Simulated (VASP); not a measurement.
Consider the following.

```
BeTe
1.0
    0.00000     2.63145     2.63145
    2.63145     0.00000     2.63145
    2.63145     2.63145     0.00000
Be Te
1 1
Direct
  0.00000   0.00000   0.00000
  0.25000   0.25000   0.25000
```

These are r2SCAN meta-GGA, VASP's PBE PAW potentials (set 64) (plane waves; VASP) values and carry that method's errors. Run with 480 eV cut-off, 8×8×8 Γ-centred mesh, Gaussian smearing of 0.050 eV, potentials Be Te.

Unless said otherwise, spin-orbit coupling is left out, though it shifts the bands of the heavy elements here.

Task: Estimate the energy per atom (σ→0), pressure, band gap (on the k-mesh) with the smallest direct gap where there is one.

Result: 
```json
{
  "band gap (on the k-mesh)": "1.74 eV",
  "smallest direct gap (on the k-mesh)": "3.71 eV",
  "energy per atom (σ→0)": "-15.108 eV/atom",
  "pressure": "20.04 GPa"
}
```

Only differences to runs with the same potentials and settings are physical.

The compound is BeTe in the zinc blende structure. It was relaxed first under an external pressure of 20 GPa.
